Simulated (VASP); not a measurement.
Crystal: TiN (Osbornite).

```
Ti N
1.0
     0.00000    2.11900    2.11900
     2.11900    0.00000    2.11900
     2.11900    2.11900    0.00000
Ti N
1 1
Direct
  0.00000 0.00000 0.00000
  0.50000 0.50000 0.50000
```

Base run:

| Property | Result |
| --- | --- |
| Program | VASP 6.6.1 |
| Functional | PBE |
| Potentials or basis | VASP PAW PBE potentials, release 64 (Ti_sv, N) |
| Cutoff | 520 eV |
| k mesh | 12 × 12 × 12 |
| Occupations | fermi-dirac, width 0.05 eV |
| Spin | collinear spin, ferromagnetic start |
| Starting moments | [1.0, 0.0] μB |

Its results: band gap on the k mesh none (metal or under the smearing width); pressure 2.2 GPa; net moment 0.00 μB per cell.

Q: After a change of settings the same cell gave: band gap on the k mesh none (metal or under the smearing width); pressure 0.4 GPa; net moment 0.00 μB per cell. Which change was it?
A. functional from PBE to r2SCAN
B. functional from PBE to HSE06; k mesh from 12 × 12 × 12 to 7 × 7 × 7
C. functional from PBE to LDA; potentials or basis from VASP PAW PBE potentials, release 64 (Ti_sv, N) to VASP PAW LDA potentials, release 64 (Ti_sv, N)
D. functional from PBE to PBEsol

A: A.

Caveats: the PAW data sets were made with another functional, which shifts forces and pressure a little (some runs).
